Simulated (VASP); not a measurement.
Output of a VASP run:

### OSZICAR
```
...
DAV:   7    -0.264891929993E+01    0.56285E-03   -0.14052E-02   924   0.160E+00    0.123E+00
DAV:   8    -0.265004541709E+01   -0.11261E-02   -0.22945E-03   814   0.581E-01    0.117E+00
DAV:   9    -0.264990870017E+01    0.13672E-03   -0.26944E-04  1052   0.318E-01    0.317E-01
DAV:  10    -0.264990695575E+01    0.17444E-05   -0.67067E-05   784   0.789E-02    0.460E-02
DAV:  11    -0.264990680762E+01    0.14813E-06   -0.45048E-06   834   0.318E-02    0.517E-02
DAV:  12    -0.264990640280E+01    0.40482E-06   -0.91183E-07   844   0.191E-02    0.131E-02
DAV:  13    -0.264990644657E+01   -0.43778E-07   -0.11184E-07   482   0.347E-03
   2 F= 0.12862913E+01 E0= 0.12862913E+01  d E =0.954690E+00
       N       E                     dE             d eps       ncg     rms          rms(c)
DAV:   1    -0.181852436654E+02   -0.15535E+02   -0.28602E+02   754   0.281E+02    0.507E+01
DAV:   2    -0.776395609901E+01    0.10421E+02   -0.25617E+01   809   0.864E+01    0.234E+01
DAV:   3    -0.627448921162E+01    0.14895E+01   -0.18747E+00   854   0.211E+01    0.207E+01
DAV:   4    -0.569946979543E+01    0.57502E+00   -0.94264E-01   829   0.132E+01    0.618E+00
DAV:   5    -0.569009222863E+01    0.93776E-02   -0.78114E-02   764   0.336E+00    0.156E+00
DAV:   6    -0.568993369537E+01    0.15853E-03   -0.49682E-03   889   0.126E+00    0.509E-01
DAV:   7    -0.569001366961E+01   -0.79974E-04   -0.16209E-03   784   0.637E-01    0.246E-01
DAV:   8    -0.569007657653E+01   -0.62907E-04   -0.24174E-04   849   0.166E-01    0.362E-02
DAV:   9    -0.569007489054E+01    0.16860E-05   -0.18578E-05   859   0.731E-02    0.523E-03
DAV:  10    -0.569007739432E+01   -0.25038E-05   -0.33923E-06   759   0.148E-02    0.260E-03
DAV:  11    -0.569007773627E+01   -0.34194E-06   -0.14712E-07   677   0.622E-03    0.127E-03
DAV:  12    -0.569007769733E+01    0.38942E-07   -0.71401E-08   532   0.221E-03
   3 F= -.39081410E+00 E0= -.39081410E+00  d E =-.722415E+00
       N       E                     dE             d eps       ncg     rms          rms(c)
DAV:   1    -0.565628948955E+01    0.33788E-01   -0.39670E-01   809   0.936E+00    0.105E+00
DAV:   2    -0.563815384997E+01    0.18136E-01   -0.44345E-02   829   0.393E+00    0.446E-01
DAV:   3    -0.563634766581E+01    0.18062E-02   -0.48731E-03   834   0.911E-01    0.353E-01
DAV:   4    -0.563618877950E+01    0.15889E-03   -0.40426E-04   779   0.245E-01    0.706E-02
DAV:   5    -0.563617923441E+01    0.95451E-05   -0.77073E-05   929   0.167E-01    0.349E-02
DAV:   6    -0.563618184297E+01   -0.26086E-05   -0.12728E-05   794   0.474E-02    0.139E-02
DAV:   7    -0.563618191076E+01   -0.67797E-07   -0.72529E-07   889   0.894E-03
   4 F= -.39446559E+00 E0= -.39446559E+00  d E =-.726067E+00
       N       E                     dE             d eps       ncg     rms          rms(c)
DAV:   1    -0.561674684481E+01    0.19435E-01   -0.64279E-02   809   0.379E+00    0.426E-01
DAV:   2    -0.561382382447E+01    0.29230E-02   -0.70812E-03   829   0.157E+00    0.184E-01
DAV:   3    -0.561353083211E+01    0.29299E-03   -0.78176E-04   839   0.370E-01    0.146E-01
DAV:   4    -0.561350957979E+01    0.21252E-04   -0.66254E-05   779   0.976E-02    0.282E-02
DAV:   5    -0.561350956941E+01    0.10377E-07   -0.13202E-05   934   0.695E-02    0.132E-02
DAV:   6    -0.561351035843E+01   -0.78902E-06   -0.21188E-06   789   0.197E-02    0.565E-03
DAV:   7    -0.561351035681E+01    0.16228E-08   -0.10937E-07   562   0.331E-03
   5 F= -.39476566E+00 E0= -.39476566E+00  d E =-.726367E+00
```

**OUTCAR**
```
------------------------ aborting loop because EDIFF is reached ----------------------------------------
  FORCE on cell =-STRESS in cart. coord.  units (eV):
  Direction    XX          YY          ZZ          XY          YZ          ZX
  --------------------------------------------------------------------------------------
  Total        5.2319687      5.2319687      5.2319687      0.0000000      0.0000000      0.0000000
  in kB      200.5067875    200.5067875    200.5067875      0.0000000      0.0000000      0.0000000
  external PRESSURE =       0.5067875 kB  Pullay stress =     200.0000000 kB
  volume of cell :       41.81
      direct lattice vectors                 reciprocal lattice vectors
    -0.000000000  2.754686713  2.754686713    -0.181508844  0.181508844  0.181508844
     2.754686713  0.000000000  2.754686713     0.181508844 -0.181508844  0.181508844
     2.754686713  2.754686713 -0.000000000     0.181508844  0.181508844 -0.181508844
  FREE ENERGIE OF THE ION-ELECTRON SYSTEM (eV)
  ---------------------------------------------------
  free  energy   TOTEN  =        -5.6135103568 eV

  energy  without entropy=       -5.6135103568  energy(sigma->0) =       -5.61351036
  enthalpy is  TOTEN    =        -0.3947656584 eV   P V=        5.2187446984

 reached required accuracy - stopping structural energy minimisation
```
(Selected blocks of OUTCAR.)

### POSCAR
```
CdS
1
    0.0000000000     2.9605175066     2.9605175066
    2.9605175066     0.0000000000     2.9605175066
    2.9605175066     2.9605175066     0.0000000000
Cd S
1 1
Direct
  0.0000000000   0.0000000000   0.0000000000
  0.2500000000   0.2500000000   0.2500000000
```

Write an INCAR and KPOINTS that could have produced this output.

One answer among several that fit: the input of the run itself, PBE GGA, plane waves, VASP's PBE PAW potentials (set 64).

File KPOINTS:
```
kpoints
0
Gamma
8 8 8
```

**INCAR**
```
SYSTEM = CdS
PREC = Accurate
ENCUT = 480
EDIFF = 1E-7
NELM = 100
ALGO = Normal
LREAL = .FALSE.
LASPH = .TRUE.
ISMEAR = 0
SIGMA = 0.05
GGA = PE
LMAXMIX = 4
LWAVE = .FALSE.
LCHARG = .FALSE.
ISIF = 3
IBRION = 2
NSW = 40
EDIFFG = -0.01
PSTRESS = 200
```

POTCAR, in this order: Cd S (PBE.64 set). Program: vasp_std.

Energy and stress use the plane-wave basis of the starting cell.

The compound is CdS in the zinc blende structure, a metastable form; wurtzite is the usual one. This run relaxes it under an external pressure of 20 GPa. Symmetry was kept, so distortions that lower it aren't found.
